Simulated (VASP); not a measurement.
# TiAu (Pm-3m) in VASP: single point with LDA

Aim: the single point of TiAu with LDA.

Program: VASP 6.6.1. These are calculated values, not measurements. Logs are shortened: lines on timing, memory, paths and dates and some standing lists are left out, and cuts for length are marked.

## Step 1: Starting point

It takes space group Pm-3m (No. 221, cubic). The conventional cell has a = 3.254 Å, b = 3.254 Å, c = 3.254 Å, α = 90.00°, β = 90.00°, γ = 90.00°. Ti (site symmetry m-3m) has 8 Au at 2.82 Å as nearest neighbours. Around Au (site symmetry m-3m) lie 8 Ti at 2.82 Å.

Measurements of this composition are mostly on another form, of space group No. 51.

## Step 2: Single point, LDA

Input file INCAR:

```
SYSTEM = TiAu
PREC = Accurate
ENCUT = 520
EDIFF = 1E-7
ISMEAR = -1
SIGMA = 0.02
LREAL = .False.
LASPH = .True.
NELM = 100
ALGO = Normal
ISIF = 2
LWAVE = .False.
LCHARG = .False.
NBANDS = 18
```

Input file KPOINTS:

```
Automatic mesh
0
Gamma
  6 6 6
  0.5 0.5 0.5
```

Input file POSCAR:

```
TiAu
1.0
    3.2540000000      0.0000000000      0.0000000000
    0.0000000000      3.2540000000      0.0000000000
    0.0000000000      0.0000000000      3.2540000000
Ti Au
1 1
Direct
    0.5000000000      0.5000000000      0.5000000000
    0.0000000000      0.0000000000      0.0000000000
```

Potentials or basis: VASP PAW LDA potentials, release 64 (Ti_sv, Au).

Launch:

```
> cat potpaw_LDA.64/Ti_sv/POTCAR potpaw_LDA.64/Au/POTCAR > POTCAR
> mpirun -np 1 vasp_std > vasp.out
```

OUTCAR:

```text
SYSTEM = TiAu
   PREC = Accurate
   ENCUT = 520
   EDIFF = 1E-7
   ISMEAR = -1
   LREAL = .False.
   LASPH = .True.
   NELM = 100
   ISIF = 2

 ion  position               nearest neighbor table
   1  0.500  0.500  0.500-   2 2.82   2 2.82   2 2.82   2 2.82   2 2.82   2 2.82   2 2.82   2 2.82

   2  0.000  0.000  0.000-   1 2.82   1 2.82   1 2.82   1 2.82   1 2.82   1 2.82   1 2.82   1 2.82

  LATTYP: Found a simple cubic cell.
 ALAT       =     3.2540000000

  Lattice vectors:

 A1 = (   3.2540000000,   0.0000000000,   0.0000000000)
 A2 = (   0.0000000000,   3.2540000000,   0.0000000000)
 A3 = (   0.0000000000,   0.0000000000,   3.2540000000)

Analysis of symmetry for initial positions (statically):
=====================================================================
 Subroutine PRICEL returns:
 Original cell was already a primitive cell.

 Routine SETGRP: Setting up the symmetry group for a
 simple cubic supercell.

 Subroutine GETGRP returns: Found 48 space group operations
 (whereof 48 operations were pure point group operations)
 out of a pool of 48 trial point group operations.

The static configuration has the point symmetry O_h .

Analysis of symmetry for dynamics (positions and initial velocities):
=====================================================================
 Subroutine PRICEL returns:
 Original cell was already a primitive cell.

 Routine SETGRP: Setting up the symmetry group for a
 simple cubic supercell.

 Subroutine GETGRP returns: Found 48 space group operations
 (whereof 48 operations were pure point group operations)
 out of a pool of 48 trial point group operations.

The dynamic configuration has the point symmetry O_h .

 Subroutine INISYM returns: Found 48 space group operations
 (whereof 48 operations are pure point group operations),
 and found     1 'primitive' translations

----------------------------------------------------------------------------------------

                                     Primitive cell

  volume of cell :      34.4550

  direct lattice vectors                    reciprocal lattice vectors
     3.254000000  0.000000000  0.000000000     0.307314075  0.000000000  0.000000000
     0.000000000  3.254000000  0.000000000     0.000000000  0.307314075  0.000000000
     0.000000000  0.000000000  3.254000000     0.000000000  0.000000000  0.307314075

  length of vectors
     3.254000000  3.254000000  3.254000000     0.307314075  0.307314075  0.307314075

  position of ions in fractional coordinates (direct lattice)
     0.500000000  0.500000000  0.500000000
     0.000000000  0.000000000  0.000000000

  ion indices of the primitive-cell ions
   primitive index   ion index
                 1           1
                 2           2

----------------------------------------------------------------------------------------

 KPOINTS: Automatic mesh

Automatic generation of k-mesh.
 Grid dimensions read from file:
 generate k-points for:    6    6    6

 Generating k-lattice:

  Cartesian coordinates                     Fractional coordinates (reciprocal lattice)
     0.051219012  0.000000000  0.000000000     0.166666667  0.000000000  0.000000000
     0.000000000  0.051219012  0.000000000     0.000000000  0.166666667  0.000000000
     0.000000000  0.000000000  0.051219012     0.000000000  0.000000000  0.166666667

  Length of vectors
     0.051219012  0.051219012  0.051219012

  Shift w.r.t. Gamma in fractional coordinates (k-lattice)
     0.500000000  0.500000000  0.500000000

 Subroutine IBZKPT returns following result:
 ===========================================

 Found     10 irreducible k-points:

 Following reciprocal coordinates:
            Coordinates               Weight
  0.083333  0.083333  0.083333      8.000000
  0.250000  0.083333  0.083333     24.000000
  0.416667  0.083333  0.083333     24.000000
  0.250000  0.250000  0.083333     24.000000
  0.416667  0.250000  0.083333     48.000000
  0.416667  0.416667  0.083333     24.000000
  0.250000  0.250000  0.250000      8.000000
  0.416667  0.250000  0.250000     24.000000
  0.416667  0.416667  0.250000     24.000000
  0.416667  0.416667  0.416667      8.000000
   k-points           NKPTS =     10   k-points in BZ     NKDIM =     10   number of bands    NBANDS=     18
   number of dos      NEDOS =    301   number of ions     NIONS =      2
   total plane-waves  NPLWV =  13824
   dimension x,y,z NGX =    24 NGY =   24 NGZ =   24
   dimension x,y,z NGXF=    48 NGYF=   48 NGZF=   48
   ions per type =               1   1
   NGX,Y,Z   is equivalent  to a cutoff of  12.26, 12.26, 12.26 a.u.
   NGXF,Y,Z  is equivalent  to a cutoff of  24.52, 24.52, 24.52 a.u.
 SYSTEM =  TiAu
   PREC   = accura    normal or accurate (medium, high low for compatibility)
   ISTART =      0    job   : 0-new  1-cont  2-samecut
   ICHARG =      2    charge: 1-file 2-atom 10-const
   ISPIN  =      1    spin polarized calculation?
   LNONCOLLINEAR =      F non collinear calculations
   LSORBIT =      F    spin-orbit coupling
   LASPH  =      T    aspherical Exc in radial PAW
   ENCUT  =  520.0 eV  38.22 Ry    6.18 a.u.   6.05  6.05  6.05*2*pi/ulx,y,z
   NELM   =    100;   NELMIN=  2; NELMDL= -5     # of ELM steps
   EDIFF  = 0.1E-06   stopping-criterion for ELM
   LREAL  =      F    real-space projection
   EDIFFG = 0.1E-05   stopping-criterion for IOM
   NSW    =      0    number of steps for IOM
   IBRION =     -1    ionic relax: 0-MD 1-quasi-New 2-CG
   NFREE  =      0    steps in history (QN), initial steepest desc. (CG)
   ISIF   =      2    stress and relaxation
   ISYM   =      2    0-nonsym 1-usesym 2-fastsym
   POTIM  = 0.5000    time-step for ionic-motion
   TEBEG  =    0.0;   TEEND  =   0.0 temperature during run
   PSTRESS=    0.0 pullay stress
   NELECT =      23.0000    total number of electrons
   NUPDOWN=      -1.0000    fix difference up-down
   EMIN   =  10.00;   EMAX   =-10.00  energy-range for DOS
   EFERMI =   0.00;   METHOD = LEGACY
   ISMEAR =    -1;   SIGMA  =   0.02  broadening in eV -4-tet -1-fermi 0-gaus
   EFERMI_NEDOS =   21; number of points for ismear=-14 and -15
   IALGO  =     38    algorithm
   IMIX   =      4    mixing-type and parameters
     AMIX     =   0.40;   BMIX     =  1.00
     AMIX_MAG =   1.60;   BMIX_MAG =  1.00
  volume/ion in A,a.u.               =      17.23       116.26
  Fermi-wavevector in a.u.,A,eV,Ry     =   1.430759  2.703743 27.852106  2.047072
  Thomas-Fermi vector in A             =   2.550570
   LORBIT       =      0    0 simple, 1 ext, 2 COOP (PROOUT), +10 PAW based schemes
   GGA     = CA    functional components
   LHFCALC =     F    Hartree Fock is set to
   AEXX    =    0.0000 exact exchange contribution
   IVDW    =     0    specifies the selected vdW correction
   LEPSILON=     F    determine dielectric tensor
   LRPA    =     F    only Hartree local field effects (RPA)
 non-spin polarized calculation
  energy-cutoff  :      520.00
  volume of cell :       34.46
 maximum number of plane-waves:       940
 NGX is ok and might be reduce to    24
   NGX = 13   NGY = 13   NGZ = 13

 number of electron      23.0000002 magnetization

 Free energy of the ion-electron system (eV)
  ---------------------------------------------------
  ext. energy  EPLUGINS =         0.00000000
  ---------------------------------------------------
  free energy    TOTEN  =       -13.60921485 eV

  energy without entropy =      -13.60109402  energy(sigma->0) =      -13.60515444

 E-fermi :   9.1429     XC(G=0): -12.3877

 val. band max:        8.9684763538   @ k =   0.2500   0.2500   0.0833
 cond. band min:       9.1489081072   @ k =   0.2500   0.0833   0.0833
 fundamental gap:      0.1804317534
 Fermi energy:         9.1428832500

 k-point     1 :       0.0833    0.0833    0.0833
  band No.  band energies     occupation
      1     -47.7125      2.00000
      2     -24.2823      2.00000
      3     -24.2798      2.00000
      4     -24.2798      2.00000
      5       0.8330      2.00000
      6       3.0479      2.00000
[... 10 lines left out ...]
     17      15.8000      0.00000
     18      15.8000      0.00000

 k-point     2 :       0.2500    0.0833    0.0833
  band No.  band energies     occupation
      1     -47.7075      2.00000
      2     -24.3379      2.00000
      3     -24.2770      2.00000
      4     -24.2764      2.00000
      5       1.6798      2.00000
      6       3.2719      2.00000
[... 10 lines left out ...]
     17      17.3255      0.00000
     18      17.7563      0.00000

 k-point     3 :       0.4167    0.0833    0.0833
  band No.  band energies     occupation
      1     -47.7026      2.00000
      2     -24.3945      2.00000
      3     -24.2731      2.00000
      4     -24.2726      2.00000
      5       2.6657      2.00000
      6       3.5328      2.00000
[... 10 lines left out ...]
     17      19.2950      0.00000
     18      20.2629      0.00000

 k-point     4 :       0.2500    0.2500    0.0833
  band No.  band energies     occupation
      1     -47.7029      2.00000
      2     -24.3348      2.00000
      3     -24.3280      2.00000
      4     -24.2721      2.00000
      5       2.3466      2.00000
      6       3.4894      2.00000
[... 10 lines left out ...]
     17      14.9423      0.00000
     18      18.5860      0.00000

 k-point     5 :       0.4167    0.2500    0.0833
  band No.  band energies     occupation
      1     -47.6982      2.00000
      2     -24.3856      2.00000
      3     -24.3249      2.00000
      4     -24.2675      2.00000
      5       2.9274      2.00000
      6       3.3596      2.00000
[... 10 lines left out ...]
     17      16.1653      0.00000
     18      19.3160      0.00000

 k-point     6 :       0.4167    0.4167    0.0833
  band No.  band energies     occupation
      1     -47.6938      2.00000
      2     -24.3774      2.00000
      3     -24.3757      2.00000
      4     -24.2621      2.00000
      5       2.8544      2.00000
      6       2.9992      2.00000
[... 10 lines left out ...]
     17      14.3712      0.00000
     18      17.0983      0.00000

 k-point     7 :       0.2500    0.2500    0.2500
  band No.  band energies     occupation
      1     -47.6983      2.00000
      2     -24.3283      2.00000
      3     -24.3246      2.00000
      4     -24.3246      2.00000
      5       3.0896      2.00000
      6       3.9491      2.00000
[... 10 lines left out ...]
     17      15.4331      0.00000
     18      15.4331      0.00000

 k-point     8 :       0.4167    0.2500    0.2500
  band No.  band energies     occupation
      1     -47.6937      2.00000
      2     -24.3792      2.00000
      3     -24.3212      2.00000
      4     -24.3194      2.00000
      5       3.3115      2.00000
      6       3.7855      2.00000
[... 10 lines left out ...]
     17      15.6125      0.00000
     18      17.4986      0.00000

 k-point     9 :       0.4167    0.4167    0.2500
  band No.  band energies     occupation
      1     -47.6892      2.00000
      2     -24.3731      2.00000
      3     -24.3725      2.00000
      4     -24.3158      2.00000
      5       3.1399      2.00000
      6       3.7060      2.00000
[... 10 lines left out ...]
     17      13.7924      0.00000
     18      17.0740      0.00000

 k-point    10 :       0.4167    0.4167    0.4167
  band No.  band energies     occupation
      1     -47.6846      2.00000
      2     -24.3692      2.00000
      3     -24.3692      2.00000
      4     -24.3686      2.00000
      5       3.3568      2.00000
      6       3.4882      2.00000
[... 10 lines left out ...]
     17      15.7527      0.00000
     18      15.7527      0.00000

------------------------ aborting loop because EDIFF is reached ----------------------------------------

  FORCE on cell =-STRESS in cart. coord.  units (eV):
  Direction    XX          YY          ZZ          XY          YZ          ZX
  --------------------------------------------------------------------------------------
  -------------------------------------------------------------------------------------
  Total       -1.8885089     -1.8885089     -1.8885089      0.0000000     -0.0000000      0.0000000
  in kB      -87.8166714    -87.8166714    -87.8166714      0.0000000     -0.0000000      0.0000000
  external PRESSURE =     -87.8166714 kB  Pullay stress =       0.0000000 kB

 VOLUME and BASIS-vectors are now :
 -----------------------------------------------------------------------------
  energy-cutoff  :      520.00
  volume of cell :       34.46
      direct lattice vectors                 reciprocal lattice vectors
     3.254000000  0.000000000  0.000000000     0.307314075  0.000000000  0.000000000
     0.000000000  3.254000000  0.000000000     0.000000000  0.307314075  0.000000000
     0.000000000  0.000000000  3.254000000     0.000000000  0.000000000  0.307314075

 POSITION                                       TOTAL-FORCE (eV/Angst)
 -----------------------------------------------------------------------------------
      1.62700      1.62700      1.62700         0.000000      0.000000      0.000000
      0.00000      0.00000      0.00000         0.000000      0.000000      0.000000
 -----------------------------------------------------------------------------------
    total drift:                                0.000000      0.000000     -0.000000

  FREE ENERGIE OF THE ION-ELECTRON SYSTEM (eV)
  ---------------------------------------------------
  free  energy   TOTEN  =       -13.6092148544 eV

  energy  without entropy=      -13.6010940204  energy(sigma->0) =      -13.60515444
```

It took 2.4 s on 1 thread of Intel Xeon 6975P-C (Granite Rapids), shared host; peak memory 0.12 GiB.

Results:

- Free energy: -13.6092 eV
- Pressure: -8.8 GPa
- Band gap on the k mesh: none (metal or under the smearing width)

Levels at points of the mesh, in eV from the Fermi level:
```tsv
k point	band 9	band 10	band 11	band 12	band 13	band 14
(0.08, 0.08, 0.08)	-4.49	-4.37	0.15	0.15	1.20	1.66
```

Spin-orbit coupling is left out, which matters for the levels of Au.
